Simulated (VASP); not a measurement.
Input:

```
CELL_PARAMETERS angstrom
      2.87823     0.00000     0.00000
      0.00000     2.87823     0.00000
      0.00000     0.00000     3.87415
ATOMIC_POSITIONS crystal
  Nb 0.50000 0.50000 0.50000
  Ir 0.00000 0.00000 0.00000
```

These are LDA (Ceperley-Alder, Perdew-Zunger), VASP's LDA PAW potentials (set 64) (plane waves; VASP) values and carry that method's errors. Run with 300 eV cut-off, 9×9×7 Γ-centred mesh, Fermi-Dirac smearing of 0.10 eV, potentials Nb_sv Ir.

At this cut-off the stress carries a Pulay error, which pulls relaxed volumes low. Unless said otherwise, spin-orbit coupling is left out, though it shifts the bands of the heavy elements here.

Q: Estimate the energy per atom (σ→0), pressure, band gap (on the k-mesh) with the smallest direct gap where there is one.

A: 
```
Quantity                                                    Result
------------------------  ----------------------------------------
band gap (on the k-mesh)  none (metal, semimetal or under 0.01 eV)
energy per atom (σ→0)                              -11.303 eV/atom
pressure                                                -12.94 GPa
```

The structure comes from a computed database's NbIr entry (P4/mmm); how it stands against other phases isn't given here. The cell was not relaxed at this level.
